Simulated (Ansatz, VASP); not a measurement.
**Si3N4: VASP beside Ansatz**

One calculation is typed for both programs; each brings its own data sets. How far apart do they land? The structure shown is the end of the Ansatz relaxation below.

Program: Ansatz 0.2.0. Level of theory: plane waves, with VASP 6.6.1 beside it; single point at PBEsol. Results are calculated unless marked as measured.

## 1. The starting structure

It takes space group P6_3/m (No. 176, hexagonal). The conventional cell has a = 7.667 Å, b = 7.667 Å, c = 2.823 Å, α = 90.00°, β = 90.00°, γ = 120.00°. Si has 4 N at 1.72 to 1.74 Å nearest. Nearest to N lie 3 Si at 1.72 to 1.74 Å. Nearest to N lie 3 Si at 1.73 Å. Farther neighbours and most contacts between anions are not listed.

Structure file:

```cif
data_structure
_symmetry_space_group_name_H-M 'P6_3/m'
_symmetry_Int_Tables_number 176
_cell_length_a 7.6670
_cell_length_b 7.6670
_cell_length_c 2.8229
_cell_angle_alpha 90.000
_cell_angle_beta 90.000
_cell_angle_gamma 120.000
_cell_volume 143.71
loop_
_atom_site_label
_atom_site_type_symbol
_atom_site_symmetry_multiplicity
_atom_site_Wyckoff_symbol
_atom_site_fract_x
_atom_site_fract_y
_atom_site_fract_z
_atom_site_occupancy
Si1 Si 6 h 0.76657 0.17445 0.25000 1
N1 N 6 h 0.02668 0.32987 0.25000 1
N2 N 2 d 0.66667 0.33333 0.25000 1
```

## 2. Ansatz: relaxation, PBEsol

Ansatz runs on its PAW soft_1 files.

This run makes the geometry at which the two programs are then compared.

input.yaml

```yaml
crystal:
  lattice:
    - [7.6813623575, 0.0, 0.0]
    - [-3.8406811787, 6.6522549373, 0.0]
    - [0.0, 0.0, 2.82294444]
  atoms:
    - { symbol: Si, position: [0.7675545, 0.1739361, 0.25] }
    - { symbol: Si, position: [0.5936184, 0.7675545, 0.75] }
    - { symbol: Si, position: [0.8260639, 0.5936184, 0.25] }
    - { symbol: Si, position: [0.2324455, 0.8260639, 0.75] }
    - { symbol: Si, position: [0.4063816, 0.2324455, 0.25] }
    - { symbol: Si, position: [0.1739361, 0.4063816, 0.75] }
    - { symbol: "N", position: [0.0296121, 0.330005, 0.25] }
    - { symbol: "N", position: [0.6996071, 0.0296121, 0.75] }
    - { symbol: "N", position: [0.669995, 0.6996071, 0.25] }
    - { symbol: "N", position: [0.9703879, 0.669995, 0.75] }
    - { symbol: "N", position: [0.3003929, 0.9703879, 0.25] }
    - { symbol: "N", position: [0.330005, 0.3003929, 0.75] }
    - { symbol: "N", position: [0.6666667, 0.3333333, 0.25] }
    - { symbol: "N", position: [0.3333333, 0.6666667, 0.75] }
kpoints:
  mp_grid: { grid: [4, 4, 9] }
scf:
  occupations: { method: fermi_dirac, width: 0.02 }
hamiltonian:
  xc: pbesol
  pseudopotentials: { kind: paw, azcp: { folder: soft_1 }, xc_functional: pbe }
basis:
  ecutwfc: 600
output:
  forces: true
  stress: true
  write_density: true
  write_potential: true
  elf: true
  volumetric_format: npy
relax:
  f_tol: 0.005
  max_steps: 70
  cell: { stress_tol: 0.02, p_target: 0, fix: [c, alpha, beta, gamma] }
```

On the command line:

```bash
ansatz run input.yaml --threads 4 --pin off --max-ram 10240MiB --backend cpu --events-out ev --progress --plain --runs-dir out
```

Numbers of over 12 decimals in the logs are rounded to 6 here.

What it wrote:

```text
Warning: crystal.symmetry: narrowed to the stabiliser of the fixed cell quantities (relax.cell.fix) — unitary ops 12 → 4. The narrowing is safe, since a smaller group never makes results wrong: the run goes on under it, on as many k-points as the starting group would need, or more. Excluded: 8 operations that would move a fixed cell quantity at a test strain (relax.cell.fix fixes c, alpha, beta, gamma). The cell can leave their symmetry as it relaxes.
Engine: ansatz 0.2.0, aarch64-unknown-linux-gnu
Pseudopotentials: kind: paw
Pseudopotential: Si, paw, valence charge 4, recommended cutoff 420 eV (normal), soft_1/Si.paw.azcp
Pseudopotential: N, paw, valence charge 5, recommended cutoff 420 eV (normal), soft_1/N.paw.azcp
Functional definition: PBEsol
  exchange = pbesol_x
  correlation = pbesol_c
Crystal: 14 atoms, lattice volume = 144.248 Å³
Basis set: ecut = 600 eV, 4799 PW (Γ), exchange–correlation on 128×128×48 points (8 copies of the dense FFT grid, shifted against one another)
Bands: 46, of which v1, the nominal top of the filled ones, is band 32 counted from 1 (31 counted from 0)
Symmetry: 4 space group operations
k-points: 50 of 144
Non-local potential: Si, projectors of the file, l = 0: 2, l = 1: 2, l = 2: 1
Non-local potential: N, projectors of the file, l = 0: 2, l = 1: 2, l = 2: 1
PAW form: soft (Blöchl's): semilocal exchange-correlation on the pseudo side does not see the compensation charge
PAW frozen core: Si, regenerated for the run's functional, and the local potential with it (the file was generated under x = pbe(κ = 0.804, μ = 0.219515), c = pbe(β = 0.066725))
PAW frozen core: N, regenerated for the run's functional, and the local potential with it (the file was generated under x = pbe(κ = 0.804, μ = 0.219515), c = pbe(β = 0.066725))
PAW one-centre angular grid: Si, 110 points (default); XC on 64 Gauss nodes
PAW one-centre angular grid: N, 110 points (default); XC on 64 Gauss nodes
Initial density: superposition of atomic densities (chi_scale 0.1, normalization cell, long waves kept (reshape's long-wave potential 0.02 eV rms))
Initial wavefunctions: pseudopotential atomic-orbital guess
Functional: x = pbesol(κ = 0.804, μ = 0.123457), c = pbesol(β = 0.046)
SCF iter   1: F=—  HF=-6784.476217 eV  |F-HF|=—  |Δ(HF+E_count)|=         —  Δρ=1.51e-1  dr2=3.41e1  ethr=3.10e-3  ⟨swp⟩=7.1  Hψ=11313  notcnv=0  defer=42
preconditioner: auto → Resta (q_TF=auto, 2.383 Å⁻¹)  ε∞=3.5  [insulator: Δε(μ)=5.952 eV  Ē_g=15.521 eV  σ=0.020 eV  W_gap=1.00  n_scr=20 (ndim 8)  ℏωp=24.7 eV  f_vac=0.011  D(μ)=0.00/eV (n_scr^D=0)  ε∞_Penn≈3.5]
SCF iter   2: F=—  HF=-6774.030794 eV  |F-HF|=—  |Δ(HF+E_count)|=    1.04e1  Δρ=4.89e-2  dr2=1.99e0  ethr=3.10e-3  ⟨swp⟩=4.3  Hψ=6219  notcnv=0  defer=389
SCF iter   3: F=—  HF=-6773.645150 eV  |F-HF|=—  |Δ(HF+E_count)|=   3.86e-1  Δρ=2.39e-2  dr2=4.57e-1  ethr=3.10e-3  ⟨swp⟩=1.5  Hψ=2260  notcnv=0  defer=389
SCF iter   4: F=—  HF=-6773.574241 eV  |F-HF|=—  |Δ(HF+E_count)|=   7.09e-2  Δρ=2.00e-3  dr2=7.13e-3  ethr=7.13e-4  ⟨swp⟩=2.6  Hψ=2946  notcnv=0  defer=389
SCF iter   5: F=—  HF=-6773.579203 eV  |F-HF|=—  |Δ(HF+E_count)|=   4.96e-3  Δρ=6.04e-4  dr2=6.96e-4  ethr=1.11e-5  ⟨swp⟩=2.9  Hψ=3850  notcnv=0  defer=389
SCF iter   6: F=—  HF=-6773.579680 eV  |F-HF|=—  |Δ(HF+E_count)|=   4.76e-4  Δρ=1.23e-4  dr2=4.29e-5  ethr=1.09e-6  ⟨swp⟩=2.2  Hψ=3592  notcnv=0  defer=389
SCF iter   7: F=—  HF=-6773.579847 eV  |F-HF|=—  |Δ(HF+E_count)|=   1.67e-4  Δρ=6.62e-5  dr2=6.37e-6  ethr=6.71e-8  ⟨swp⟩=2.0  Hψ=4046  notcnv=0  defer=389
SCF iter   8: F=—  HF=-6773.579849 eV  |F-HF|=—  |Δ(HF+E_count)|=   2.88e-6  Δρ=3.66e-5  dr2=1.92e-6  ethr=9.95e-9  ⟨swp⟩=2.0  Hψ=3398  notcnv=0  defer=389
SCF iter   9: F=—  HF=-6773.579850 eV  |F-HF|=—  |Δ(HF+E_count)|=   1.61e-7  Δρ=8.74e-6  dr2=1.21e-7  ethr=3.01e-9  ⟨swp⟩=2.3  Hψ=3146  notcnv=0  defer=389
SCF iter  10: F=-6773.579850 eV  HF=-6773.579850 eV  |F-HF|=3.10e-10  |Δ(HF+E_count)|=   5.48e-8  Δρ=1.05e-6  dr2=1.53e-9  ethr=1.56e-10  ⟨swp⟩=9.6  Hψ=14589  notcnv=0
SCF 1 converged in 10 iterations: F = -6773.579850 eV  dr2 = 1.53e-9
  greatest PAW one-centre occupation: 0.791 electrons in one spin orbital (limit 2), on the N atom at site 10 (counted from 0), in its partial waves of l = 0
relax step   1: F+E_penalty+E_count = -6773.57984962 eV  Δ(F+E_penalty+E_count) = +0.000e0 eV  max|allowed force component| = 6.992e-1 eV/Å  Δτ_max = 0.0000 Å  P = +4.898 GPa  Ω = 144.248 Å³  fix = [c, alpha, beta, gamma]  reactions: c +18.779 GPa; gamma -0.000 GPa/rad  (10 SCF iters, dr2 threshold 1.00e-7 eV, accepted)
[...]
relax step   5: F+E_penalty+E_count = -6773.63308607 eV  Δ(F+E_penalty+E_count) = -1.109e-4 eV  max|allowed force component| = 3.736e-3 eV/Å  Δτ_max = 0.0017 Å  P = +5.279 GPa  Ω = 143.710 Å³  energy of the carried Pulay correction = +7.164e-5 eV  fix = [c, alpha, beta, gamma]  reactions: c +15.833 GPa; gamma +0.000 GPa/rad  (5 SCF iters, dr2 threshold 2.72e-8 eV, accepted)
[...]
relax step   6: F+E_penalty+E_count = -6773.63301484 eV  Δ(F+E_penalty+E_count) = +7.123e-5 eV  max|allowed force component| = 3.727e-3 eV/Å  Δτ_max = 0.0000 Å  P = +5.278 GPa  Ω = 143.710 Å³  fix = [c, alpha, beta, gamma]  reactions: c +15.834 GPa; gamma +0.000 GPa/rad  stress off target by 8.57e-4 GPa on what of the cell is left free  SCF on the basis re-selected at this cell (its energy is not comparable with the rows above)  (5 SCF iters)
basis re-selected at this cell: Δ(F+E_penalty+E_count) = +7.123e-5 eV, ΔP = -0.000 GPa vs the last step (what re-selecting the basis moved, of the pressure what is left beyond the Pulay correction that the steps carried, after the strain that the cell walked since its last selection, with what the two solves' SCF thresholds leave and, on support functions, any second-order correction that the steps lacked; it is no m [...]
SCF converged after 5 iterations
Free energy (F): -6773.633015 eV
Harris-Foulkes:  -6773.633015 eV  (|F-HF|=3.64e-12)
Internal energy: -6773.633015 eV  (E = F + TS)
E sigma→0 (E₀):  -6773.633015 eV
Fermi energy:    10.476194 eV
--- Per-component energies (eV) ---
  E_band       = 63.767849
  E_kinetic    = 1335.316381
  E_local      = -2035.002118  (includes V_loc(G=0)·N_el)
  E_nonlocal   = 409.889973
  E_hartree    = 719.345436
  E_xc         = -821.694618
  E_vxc        = -906.523847  (∫ρ·V_xc dr)
  E_paw        = -3978.220009  (= ΣΔE_a)
  E_vpaw       = -178.603593  (= ΣTr[D̂ρ^β])
  E_aug_tail   = 0.000170  (compensation charges beyond the density's cutoff)
  E_ewald      = -2403.682385
  E_core_change = 0.414155  (= ΣΔE_core)
  E_smearing   = -0.000000  (= −TS)
  E_closure    = -0.000000  (closes the sum)
  Σ components = -6773.633015   (vs F -6773.633015, Δ=0.00e0)
--- Forces (eV/Å), atoms counted from 1 ---
  atom   1  Si     0.00334357    -0.00166273     0.00000000
  atom   2  Si     0.00311150     0.00206456     0.00000000
  atom   3  Si    -0.00023112     0.00372737     0.00000000
  atom   4  Si    -0.00334357     0.00166273     0.00000000
  atom   5  Si    -0.00311150    -0.00206456     0.00000000
  atom   6  Si     0.00023112    -0.00372737     0.00000000
  atom   7  N     -0.00162565     0.00046141     0.00000000
  atom   8  N     -0.00121202    -0.00117742     0.00000000
  atom   9  N      0.00041271    -0.00163746     0.00000000
  atom  10  N      0.00162565    -0.00046141     0.00000000
  atom  11  N      0.00121202     0.00117742     0.00000000
  atom  12  N     -0.00041271     0.00163746     0.00000000
  atom  13  N     -0.00000058    -0.00000114     0.00000000
  atom  14  N      0.00000058     0.00000114     0.00000000
  max |Σ_I F_I| component: 2.17e-19 eV/Å
--- Stress (GPa, compression-positive) ---
        0.000860      -0.000002       0.000000
       -0.000004       0.000840       0.000000
        0.000000       0.000000      15.833787
  P = ⅓ Tr σ = 5.2785 GPa (52.785 kbar)
--- Band table (eV; the first three rows and the last of 50) ---
  k-point 0: bands = [... 28 lower, 6.9399, 7.8784, 8.0823, 8.3428, 13.1476, 13.2070, 13.6135, 13.6135, ... 10 higher]
  k-point 1: bands = [... 28 lower, 6.9822, 7.4346, 7.6099, 8.3109, 13.6767, 13.9906, 13.9906, 14.0647, ... 10 higher]
  k-point 2: bands = [... 28 lower, 6.7867, 6.9729, 6.9729, 8.2605, 13.9685, 13.9685, 14.6420, 14.7167, ... 10 higher]
  k-point 49: bands = [... 28 lower, 6.6994, 6.8786, 7.2498, 7.2536, 12.6338, 12.9836, 13.6276, 13.9547, ... 10 higher]
--- Relaxed structure (5 steps of the walk, 5 accepted, 1 SCFs on fresh bases) ---
  F+E_penalty+E_count = -6773.63301484 eV   max|allowed force component| = 3.727e-3 eV/Å   (the final SCF, on the basis selected at the relaxed cell)
  cell:  # Å, volume = 143.7101 Å³
    - [7.667029, -1.7653588682659467e-7, 0]
    - [-3.833515, 6.639843, 0]
    - [0, 0, 2.82294444]
  atoms:
    - { symbol: Si, position: [0.766566, 0.174447, 0.25] }
    - { symbol: Si, position: [0.592119, 0.766566, 0.75] }
    - { symbol: Si, position: [0.825553, 0.592119, 0.25] }
    - { symbol: Si, position: [0.233434, 0.825553, 0.75] }
    - { symbol: Si, position: [0.407881, 0.233434, 0.25] }
    - { symbol: Si, position: [0.174447, 0.407881, 0.75] }
    - { symbol: N, position: [0.026676, 0.329875, 0.25] }
    - { symbol: N, position: [0.696801, 0.026676, 0.75] }
    - { symbol: N, position: [0.670125, 0.696801, 0.25] }
    - { symbol: N, position: [0.973324, 0.670125, 0.75] }
    - { symbol: N, position: [0.303199, 0.973324, 0.25] }
    - { symbol: N, position: [0.329875, 0.303199, 0.75] }
    - { symbol: N, position: [0.666667, 0.333333, 0.25] }
    - { symbol: N, position: [0.333333, 0.666667, 0.75] }
```

(Continued in part 2 of 3.)

[Lines on the potential files, build, host, timing and source positions are cut from VASP's logs without a mark.]

[Logs are printed without paths, hosts, clocks, repeated set-up lines and the standing remarks that a program may print on its own settings, such as how far it seeks lower states.]

[Hosts, paths, dates, database ids (printed as entryN), source tags and the programs' standing remarks are cut or masked in the printed files.]
